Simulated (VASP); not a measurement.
# BaMgSbF (P4/nmm) in VASP: a series of runs

Aim: see how the results for BaMgSbF move with the level of theory and the settings. Levels: r2SCAN, LDA. Tasks: relaxation of cell and atoms.

Program: VASP 6.6.1. These are calculated values, not measurements. Logs are shortened: lines on timing, memory, paths and dates and some standing lists are left out, and cuts for length are marked.

## 1. Starting point

Symmetry: P4/nmm, No. 129, tetragonal system. Conventional cell: a = 4.616 Å, b = 4.616 Å, c = 9.885 Å, α = 90.00°, β = 90.00°, γ = 90.00°. Ba (site symmetry 4mm) is surrounded by 4 F at 2.69 Å. Sb (site symmetry 4mm) is surrounded by 4 Mg at 2.88 Å. Mg (site symmetry -4m2) is surrounded by 4 Sb at 2.88 Å and 4 Mg at 3.26 Å. F (site symmetry -4m2) is surrounded by 4 Ba at 2.69 Å.

The cell comes from a database or a generator and needn't be the stable form of this composition.

## 2. Relaxation of cell and atoms, r2SCAN

Contents of INCAR:

```
PREC = Accurate
ENCUT = 600
EDIFF = 1E-7
ISMEAR = 0
SIGMA = 0.03
LREAL = False
LASPH = True
NELM = 80
ALGO = Normal
ISIF = 3
LWAVE = False
LCHARG = False
METAGGA = R2SCAN
LMIXTAU = True
IBRION = 2
NSW = 90
EDIFFG = -0.005
KPAR = 2
```

Contents of KPOINTS:

```
regular mesh
0
Gamma
  6 6 4
```

Contents of POSCAR:

```
BaMgSbF                                 
1.0
    4.6158295078      0.0000000000     -0.0000000000
    0.0000000000      4.6158295078      0.0000000000
    0.0000000000      0.0000000000      9.8854461239
  Ba              Sb              Mg              F             
     2     2     2     2
Direct
     0.5000000000000000    0.0000000000000000    0.1400483500354848
     0.0000000000000000    0.5000000000000000    0.8599516499645152
     0.5000000000000000    0.0000000000000000    0.6742694116518827
     1.0000000000000000    0.5000000000000000    0.3257305883481173
     0.5000000000000000    0.5000000000000000    0.5000000000000000
     0.0000000000000000    0.0000000000000000    0.5000000000000000
     0.5000000000000000    0.5000000000000000    0.0000000000000000
     0.0000000000000000    0.0000000000000000    0.0000000000000000
```

Potentials or basis: VASP PAW PBE potentials, release 64 (Ba_sv, Sb, Mg, F).

Command:

```bash
cat potpaw_PBE.64/Ba_sv/POTCAR potpaw_PBE.64/Sb/POTCAR potpaw_PBE.64/Mg/POTCAR potpaw_PBE.64/F/POTCAR > POTCAR
mpirun -np 2 vasp_std > vasp.out
```

OUTCAR:

```text
PREC = Accurate
   ENCUT = 600
   EDIFF = 1E-7
   ISMEAR = 0
   LREAL = False
   LASPH = True
   NELM = 80
   ISIF = 3
   METAGGA = R2SCAN
   IBRION = 2
   NSW = 90
   EDIFFG = -0.005

 ion  position               nearest neighbor table
   1  0.500  0.000  0.140-   7 2.69   8 2.69   7 2.69   8 2.69   4 3.74   4 3.74   4 3.74   4 3.74
                             2 4.28   2 4.28   2 4.28   2 4.28
   2  0.000  0.500  0.860-   7 2.69   8 2.69   8 2.69   7 2.69   3 3.74   3 3.74   3 3.74   3 3.74
                             1 4.28   1 4.28   1 4.28   1 4.28
   3  0.500  0.000  0.674-   5 2.88   6 2.88   5 2.88   6 2.88   2 3.74   2 3.74   2 3.74   2 3.74

   4  0.000  0.500  0.326-   5 2.88   6 2.88   6 2.88   5 2.88   1 3.74   1 3.74   1 3.74   1 3.74

   5  0.500  0.500  0.500-   3 2.88   4 2.88   3 2.88   4 2.88   6 3.26   6 3.26   6 3.26   6 3.26

   6  0.000  0.000  0.500-   3 2.88   4 2.88   4 2.88   3 2.88   5 3.26   5 3.26   5 3.26   5 3.26

   7  0.500  0.500  0.000-   1 2.69   2 2.69   1 2.69   2 2.69
   8  0.000  0.000  0.000-   1 2.69   2 2.69   2 2.69   1 2.69

  LATTYP: Found a simple tetragonal cell.
 ALAT       =     4.6158295078
 C/A-ratio  =     2.1416402203

  Lattice vectors:

 A1 = (   4.6158295078,   0.0000000000,   0.0000000000)
 A2 = (   0.0000000000,   4.6158295078,   0.0000000000)
 A3 = (   0.0000000000,   0.0000000000,   9.8854461239)

Analysis of symmetry for initial positions (statically):
=====================================================================
 Subroutine PRICEL returns:
 Original cell was already a primitive cell.

 Routine SETGRP: Setting up the symmetry group for a
 simple tetragonal supercell.

 Subroutine GETGRP returns: Found 16 space group operations
 (whereof  8 operations were pure point group operations)
 out of a pool of 16 trial point group operations.

The static configuration has the point symmetry D_2d.
 The point group associated with its full space group is D_4h.

Analysis of symmetry for dynamics (positions and initial velocities):
=====================================================================
 Subroutine PRICEL returns:
 Original cell was already a primitive cell.

 Routine SETGRP: Setting up the symmetry group for a
 simple tetragonal supercell.

 Subroutine GETGRP returns: Found 16 space group operations
 (whereof  8 operations were pure point group operations)
 out of a pool of 16 trial point group operations.

The dynamic configuration has the point symmetry D_2d.
 The point group associated with its full space group is D_4h.

 Subroutine INISYM returns: Found 16 space group operations
 (whereof  8 operations are pure point group operations),
 and found     1 'primitive' translations

----------------------------------------------------------------------------------------

                                     Primitive cell

  volume of cell :     210.6181

  direct lattice vectors                    reciprocal lattice vectors
     4.615829508  0.000000000  0.000000000     0.216645783  0.000000000  0.000000000
     0.000000000  4.615829508  0.000000000     0.000000000  0.216645783  0.000000000
     0.000000000  0.000000000  9.885446124     0.000000000  0.000000000  0.101158813

  length of vectors
     4.615829508  4.615829508  9.885446124     0.216645783  0.216645783  0.101158813

  position of ions in fractional coordinates (direct lattice)
     0.500000000  0.000000000  0.140048350
     0.000000000  0.500000000  0.859951650
     0.500000000  0.000000000  0.674269412
     0.000000000  0.500000000  0.325730588
     0.500000000  0.500000000  0.500000000
     0.000000000  0.000000000  0.500000000
     0.500000000  0.500000000  0.000000000
[... 98 lines left out ...]
   EFERMI =   0.00;   METHOD = LEGACY
   ISMEAR =     0;   SIGMA  =   0.03  broadening in eV -4-tet -1-fermi 0-gaus
   EFERMI_NEDOS =   21; number of points for ismear=-14 and -15
   IALGO  =     38    algorithm
   IMIX   =      4    mixing-type and parameters
     AMIX     =   0.40;   BMIX     =  1.00
     AMIX_MAG =   1.60;   BMIX_MAG =  1.00
  volume/ion in A,a.u.               =      26.33       177.67
  Fermi-wavevector in a.u.,A,eV,Ry     =   0.999977  1.889682 13.605198  0.999954
  Thomas-Fermi vector in A             =   2.132303
   LORBIT       =      0    0 simple, 1 ext, 2 COOP (PROOUT), +10 PAW based schemes
   METAGGA = R2SCAN    functional components
   LHFCALC =     F    Hartree Fock is set to
   AEXX    =    0.0000 exact exchange contribution
   IVDW    =     0    specifies the selected vdW correction
   LEPSILON=     F    determine dielectric tensor
   LRPA    =     F    only Hartree local field effects (RPA)
 conjugate gradient relaxation of ions
 non-spin polarized calculation
 Gauss-broadening in eV      SIGMA  =   0.03
  energy-cutoff  :      600.00
  volume of cell :      210.62
 maximum number of plane-waves:      7058
 NGX is ok and might be reduce to    40
   NGX = 19   NGY = 19   NGZ = 39

[... 10 lines left out ...]

  energy without entropy =     -136.18828057  energy(sigma->0) =     -136.18828057

------------------------ aborting loop because EDIFF is reached ----------------------------------------

  FORCE on cell =-STRESS in cart. coord.  units (eV):
  Direction    XX          YY          ZZ          XY          YZ          ZX
  --------------------------------------------------------------------------------------
  -------------------------------------------------------------------------------------
  Total       -0.0587138     -0.0587138     -0.0075593      0.0000000      0.0000000      0.0000000
  in kB       -0.4466375     -0.4466375     -0.0575034      0.0000000      0.0000000      0.0000000
  external PRESSURE =      -0.3169261 kB  Pullay stress =       0.0000000 kB

 VOLUME and BASIS-vectors are now :
 -----------------------------------------------------------------------------
  energy-cutoff  :      600.00
  volume of cell :      210.62
      direct lattice vectors                 reciprocal lattice vectors
     4.615829508  0.000000000  0.000000000     0.216645783  0.000000000  0.000000000
     0.000000000  4.615829508  0.000000000     0.000000000  0.216645783  0.000000000
     0.000000000  0.000000000  9.885446124     0.000000000  0.000000000  0.101158813

 POSITION                                       TOTAL-FORCE (eV/Angst)
 -----------------------------------------------------------------------------------
      2.30791      0.00000      1.38444         0.000000     -0.000000     -0.002103
      0.00000      2.30791      8.50101         0.000000     -0.000000      0.002103
      2.30791      0.00000      6.66545        -0.000000     -0.000000     -0.002668
      0.00000      2.30791      3.21999         0.000000      0.000000      0.002668
      2.30791      2.30791      4.94272         0.000000     -0.000000      0.000000
      0.00000      0.00000      4.94272         0.000000      0.000000      0.000000
      2.30791      2.30791      0.00000        -0.000000      0.000000      0.000000
      0.00000      0.00000      0.00000         0.000000     -0.000000      0.000000
 -----------------------------------------------------------------------------------
    total drift:                                0.000000      0.000000     -0.000000

  FREE ENERGIE OF THE ION-ELECTRON SYSTEM (eV)
  ---------------------------------------------------
  free  energy   TOTEN  =      -136.1882805654 eV

  energy  without entropy=     -136.1882805654  energy(sigma->0) =     -136.18828057

--------------------------------------- Ionic step        2  -------------------------------------------

 number of electron      47.9999999 magnetization

 Free energy of the ion-electron system (eV)
  ---------------------------------------------------
  ext. energy  EPLUGINS =         0.00000000
  ---------------------------------------------------
  free energy    TOTEN  =      -136.18830111 eV

  energy without entropy =     -136.18830111  energy(sigma->0) =     -136.18830111

 E-fermi :   3.2975     XC(G=0):  -9.2687

 val. band max:        3.1624887998   @ k =   0.0000   0.0000   0.0000
 cond. band min:       4.7150633474   @ k =   0.0000   0.0000   0.0000
 fundamental gap:      1.5525745475
 Fermi energy:         3.2974516216

 k-point     1 :       0.0000    0.0000    0.0000
  band No.  band energies     occupation
      1     -25.4315      2.00000
      2     -25.2582      2.00000
      3     -21.7928      2.00000
      4     -21.7504      2.00000
      5     -10.2001      2.00000
      6     -10.2001      2.00000
[... 757 lines left out ...]
     28       6.4059      0.00000
     29       7.0194      0.00000

 [... further k-points ...]
[... 5 lines left out ...]
  --------------------------------------------------------------------------------------
  -------------------------------------------------------------------------------------
  Total        0.0056185      0.0056185      0.0347127      0.0000000      0.0000000      0.0000000
  in kB        0.0427723      0.0427723      0.2642591      0.0000000      0.0000000      0.0000000
  external PRESSURE =       0.1166012 kB  Pullay stress =       0.0000000 kB

 VOLUME and BASIS-vectors are now :
 -----------------------------------------------------------------------------
  energy-cutoff  :      600.00
  volume of cell :      210.46
      direct lattice vectors                 reciprocal lattice vectors
     4.614195210  0.000000000  0.000000000     0.216722517  0.000000000  0.000000000
     0.000000000  4.614195210  0.000000000     0.000000000  0.216722517  0.000000000
     0.000000000  0.000000000  9.884995498     0.000000000  0.000000000  0.101163425

 POSITION                                       TOTAL-FORCE (eV/Angst)
 -----------------------------------------------------------------------------------
      2.30710      4.61420      1.38428        -0.000000     -0.000000      0.001903
      0.00000      2.30710      8.50072         0.000000      0.000000     -0.001903
      2.30710      4.61420      6.66502         0.000000     -0.000000      0.000767
      0.00000      2.30710      3.21997         0.000000      0.000000     -0.000767
      2.30710      2.30710      4.94250         0.000000      0.000000      0.000000
      0.00000      0.00000      4.94250         0.000000     -0.000000      0.000000
      2.30710      2.30710      0.00000         0.000000      0.000000      0.000000
      0.00000      4.61420      0.00000         0.000000      0.000000      0.000000
 -----------------------------------------------------------------------------------
    total drift:                                0.000000      0.000000     -0.000000

  FREE ENERGIE OF THE ION-ELECTRON SYSTEM (eV)
  ---------------------------------------------------
  free  energy   TOTEN  =      -136.1883011075 eV

  energy  without entropy=     -136.1883011075  energy(sigma->0) =     -136.18830111

 reached required accuracy - stopping structural energy minimisation
```

It took 7.4 min on 2 MPI ranks of Intel Xeon 6975P-C (Granite Rapids), shared host; peak memory 0.58 GiB.

Results:

* Free energy: -136.1883 eV
* Relaxed volume: 26.31 Å³/atom
* Relaxed cell: a = 4.614 Å, b = 4.614 Å, c = 9.885 Å, α = 90.00°, β = 90.00°, γ = 90.00°
* Space group after relaxing (to 0.05 Å): P4/nmm (No. 129)
* Energy gained by relaxing: 0.0 meV/atom
* Ionic steps: 2
* Pressure after relaxing: 0.0 GPa
* Band gap on the k mesh: 1.55 eV, direct

Final structure:
```
CELL_PARAMETERS angstrom
4.61420 0.00000 0.00000
0.00000 4.61420 0.00000
0.00000 0.00000 9.88500
ATOMIC_POSITIONS crystal
Ba 0.50000 0.00000 0.14004
Ba 0.00000 0.50000 0.85996
Sb 0.50000 0.00000 0.67426
Sb 0.00000 0.50000 0.32574
Mg 0.50000 0.50000 0.50000
Mg 0.00000 0.00000 0.50000
F 0.50000 0.50000 0.00000
F 0.00000 0.00000 0.00000
```

Caveat: the PAW data sets were made with another functional, which shifts forces and pressure a little; spin-orbit coupling is left out, which moves the levels of the heavy elements. A k mesh can miss the band edges.

## 3. Relaxation of cell and atoms, LDA

This run uses another cell than the first one, of 25.67 Å³/atom, 0.975 times its volume.

Contents of INCAR:

```
  ALGO = Normal
  EDIFF = 1E-6
  EDIFFG = -0.01
  ENCUT = 600
  GGA = CA
  IBRION = 2
  ISIF = 3
  ISMEAR = 0
  KPAR = 2
  LASPH = T
  LCHARG = F
  LREAL = F
  LWAVE = F
  NELM = 80
  NSW = 90
  PREC = Accurate
  SIGMA = 0.03
```

Contents of KPOINTS:

```
k-points
0
Gamma
  6 6 4
```

Contents of POSCAR:

```
BaMgSbF
1.0
    4.5733000000      0.0000000000      0.0000000000
    0.0000000000      4.5733000000      0.0000000000
    0.0000000000      0.0000000000      9.8184000000
Ba Sb Mg F
2 2 2 2
Direct
    0.5000000000      0.0000000000      0.1404600000
    0.0000000000      0.5000000000      0.8595400000
    0.5000000000      0.0000000000      0.6750100000
    0.0000000000      0.5000000000      0.3249900000
    0.5000000000      0.5000000000      0.5000000000
    0.0000000000      0.0000000000      0.5000000000
    0.5000000000      0.5000000000      0.0000000000
    0.0000000000      0.0000000000      0.0000000000
```

Potentials or basis: VASP PAW LDA potentials, release 64 (Ba_sv, Sb, Mg, F).

Command:

```bash
cat potpaw_LDA.64/Ba_sv/POTCAR potpaw_LDA.64/Sb/POTCAR potpaw_LDA.64/Mg/POTCAR potpaw_LDA.64/F/POTCAR > POTCAR
mpirun -np 2 vasp_std > vasp.out
```

Wall time 5.1 min (2 MPI ranks of Intel Xeon 6975P-C (Granite Rapids), shared host); peak memory 0.46 GiB.

It converged, with:

| Quantity | Value |
| --- | --- |
| Free energy | -38.4429 eV |
| Relaxed volume | 24.45 Å³/atom |
| Relaxed cell | a = 4.529 Å, b = 4.529 Å, c = 9.533 Å, α = 90.00°, β = 90.00°, γ = 90.00° |
| Space group after relaxing (to 0.05 Å) | P4/nmm (No. 129) |
| Energy gained by relaxing | 8.5 meV/atom |
| Ionic steps | 11 |
| Pressure after relaxing | 0.0 GPa |
| Largest force after relaxing | 0.010 eV/Å |
| Band gap on the k mesh | 1.13 eV, direct |

Forces in eV/Å, atoms in the order of the input:
```
Ba   0.000  0.000 -0.007
Ba   0.000  0.000  0.007
Sb   0.000  0.000  0.010
Sb   0.000  0.000 -0.010
Mg   0.000  0.000  0.000
Mg   0.000  0.000  0.000
F    0.000  0.000  0.000
F    0.000  0.000  0.000
```

Step by step:
| step | energy change (eV) | largest force (eV/Å) | pressure (GPa) | volume (Å³) |
| --- | --- | --- | --- | --- |
| 1 | 0.0000 | 0.1222 | -2.00 | 205.35 |
| 2 | -0.0525 | 0.2728 | 0.37 | 195.98 |
| 3 | -0.0538 | 0.2465 | 0.02 | 197.21 |
| 4 | -0.0595 | 0.1756 | 0.02 | 196.78 |
| 5 | -0.0657 | 0.0506 | 0.03 | 195.49 |
| 6 | -0.0658 | 0.0391 | 0.03 | 195.66 |
| 7 | -0.0668 | 0.0353 | -0.02 | 195.78 |
| 8 | -0.0676 | 0.0265 | -0.13 | 196.03 |
| 9 | -0.0675 | 0.0262 | 0.15 | 195.03 |
| 10 | -0.0678 | 0.0101 | 0.00 | 195.58 |
| 11 | -0.0678 | 0.0098 | 0.00 | 195.59 |

Final structure:
```yaml
crystal:
  lattice:
    - [4.52948, 0.00000, 0.00000]
    - [0.00000, 4.52948, 0.00000]
    - [0.00000, 0.00000, 9.53339]
  atoms:
    - { symbol: Ba, position: [0.50000, 0.00000, 0.14003] }
    - { symbol: Ba, position: [0.00000, 0.50000, 0.85997] }
    - { symbol: Sb, position: [0.50000, 0.00000, 0.68020] }
    - { symbol: Sb, position: [0.00000, 0.50000, 0.31980] }
    - { symbol: Mg, position: [0.50000, 0.50000, 0.50000] }
    - { symbol: Mg, position: [0.00000, 0.00000, 0.50000] }
    - { symbol: F, position: [0.50000, 0.50000, 0.00000] }
    - { symbol: F, position: [0.00000, 0.00000, 0.00000] }
```

Levels at points of the mesh, in eV from the valence-band top:
| k point | band 21 | band 22 | band 23 | band 24 | band 25 | band 26 | band 27 | band 28 |
| --- | --- | --- | --- | --- | --- | --- | --- | --- |
| (0.00, 0.00, 0.00) | -1.19 | -0.53 | 0.00 | 0.00 | 1.13 | 1.53 | 2.39 | 2.87 |
| (0.50, 0.00, 0.00) | -1.01 | -1.01 | -0.48 | -0.48 | 2.49 | 2.49 | 2.59 | 2.59 |
| (0.50, 0.50, 0.00) | -1.88 | -1.88 | -1.71 | -1.71 | 1.54 | 1.54 | 2.86 | 2.86 |
| (0.00, 0.00, 0.50) | -1.18 | -0.98 | -0.02 | -0.02 | 1.46 | 1.81 | 2.24 | 3.22 |
| (0.50, 0.00, 0.50) | -0.88 | -0.88 | -0.48 | -0.48 | 2.64 | 2.64 | 2.82 | 2.82 |
| (0.50, 0.50, 0.50) | -1.88 | -1.88 | -1.74 | -1.74 | 2.01 | 2.01 | 2.88 | 2.88 |

Caveat: spin-orbit coupling is left out, which moves the levels of the heavy elements.

## 4. Relaxation of cell and atoms, LDA

This run uses another cell than the first one, of 24.45 Å³/atom, 0.929 times its volume.

Changes to INCAR since step 3:

```diff
@@ -1,4 +1,4 @@
   ALGO = Normal
-  EDIFF = 1E-6
-  EDIFFG = -0.01
+  EDIFF = 1E-7
+  EDIFFG = -0.005
   ENCUT = 600
```

KPOINTS is that of step 3.

Contents of POSCAR:

```
BaMgSbF                                 
1.0
    4.5294810922      0.0000000000      0.0000000000
    0.0000000000      4.5294810922      0.0000000000
   -0.0000000000      0.0000000000      9.5333914309
  Ba              Sb              Mg              F             
     2     2     2     2
Direct
     0.5000000000000000    0.0000000000000000    0.1400292605787279
     0.0000000000000000    0.5000000000000000    0.8599707394212720
     0.5000000000000000    0.0000000000000000    0.6801960596269652
     0.0000000000000000    0.5000000000000000    0.3198039403730348
     0.5000000000000000    0.5000000000000000    0.5000000000000000
     0.0000000000000000    0.0000000000000000    0.5000000000000000
     0.5000000000000000    0.5000000000000000    0.0000000000000000
     0.0000000000000000    0.0000000000000000    0.0000000000000000
```

Command:

```bash
cat potpaw_LDA.64/Ba_sv/POTCAR potpaw_LDA.64/Sb/POTCAR potpaw_LDA.64/Mg/POTCAR potpaw_LDA.64/F/POTCAR > POTCAR
mpirun -np 2 vasp_std > vasp.out
```

Wall time 84 s (2 MPI ranks of Intel Xeon 6975P-C (Granite Rapids), shared host); peak memory 0.4 GiB.

It converged, with:

```yaml
Free_energy: -38.4372 eV
Relaxed_volume: 24.46 Å³/atom
Relaxed_cell: a = 4.529 Å, b = 4.529 Å, c = 9.538 Å, α = 90.00°, β = 90.00°, γ = 90.00°
Space_group_after_relaxing_to_0.05_Å: P4/nmm (No. 129)
Energy_gained_by_relaxing: 0.0 meV/atom
Ionic_steps: 3
Pressure_after_relaxing: 0.0 GPa
Band_gap_on_the_k_mesh: 1.13 eV, direct
```

Forces in eV/Å, atoms in the order of the input:
```
Ba   0.000  0.000 -0.002
Ba   0.000  0.000  0.002
Sb   0.000  0.000  0.000
Sb   0.000  0.000  0.000
Mg   0.000  0.000  0.000
Mg   0.000  0.000  0.000
F    0.000  0.000  0.000
F    0.000  0.000  0.000
```

Final structure:
```
Ba Sb Mg F
1.0
     4.52909    0.00000    0.00000
     0.00000    4.52909    0.00000
     0.00000    0.00000    9.53803
Ba Sb Mg F
2 2 2 2
Direct
  0.50000 0.00000 0.13995
  0.00000 0.50000 0.86005
  0.50000 0.00000 0.68032
  0.00000 0.50000 0.31968
  0.50000 0.50000 0.50000
  0.00000 0.00000 0.50000
  0.50000 0.50000 0.00000
  0.00000 0.00000 0.00000
```

Levels at points of the mesh, in eV from the valence-band top:
| k point | band 22 | band 23 | band 24 | band 25 | band 26 | band 27 |
| --- | --- | --- | --- | --- | --- | --- |
| (0.00, 0.00, 0.00) | -0.53 | 0.00 | 0.00 | 1.13 | 1.53 | 2.39 |
| (0.50, 0.00, 0.00) | -1.01 | -0.48 | -0.48 | 2.49 | 2.49 | 2.58 |
| (0.50, 0.50, 0.00) | -1.89 | -1.71 | -1.71 | 1.53 | 1.53 | 2.85 |
| (0.00, 0.00, 0.50) | -0.98 | -0.02 | -0.02 | 1.46 | 1.81 | 2.24 |
| (0.50, 0.00, 0.50) | -0.88 | -0.48 | -0.48 | 2.64 | 2.64 | 2.82 |
| (0.50, 0.50, 0.50) | -1.89 | -1.75 | -1.75 | 2.01 | 2.01 | 2.87 |

Caveat: spin-orbit coupling is left out, which moves the levels of the heavy elements. Expect the measured gap to be larger: semilocal functionals such as LDA lack the derivative discontinuity.
